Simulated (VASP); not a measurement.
Here is the system:

```
GdN
1.0
    0.00000     2.46587     2.46587
    2.46587     0.00000     2.46587
    2.46587     2.46587     0.00000
Gd N
1 1
Cartesian
  0.00000   0.00000   0.00000
  2.46587   2.46587   2.46587
```

The numbers are results of PW91 GGA, VASP's PBE PAW potentials (set 64) (plane waves; VASP), not measurements. Run with 520 eV cut-off, 13×13×13 Γ-centred mesh, first-order Methfessel-Paxton smearing of 0.10 eV, potentials Gd_3 N.

The 4f electrons are frozen in the core of the lanthanide potential, so 4f levels, which can set the real gap, and their magnetism are missing.

**Question.** Give the stress tensor in GPa (positive for a compressed cell).

**Answer.** 
```
5.06  0.00  0.00
0.00  5.06  0.00
0.00  0.00  5.06
```
The pressure is its mean diagonal, 5.06 GPa.

The compound is GdN in the rock salt structure. This cell is one point of a volume scan, at 0.97 of the reference volume.
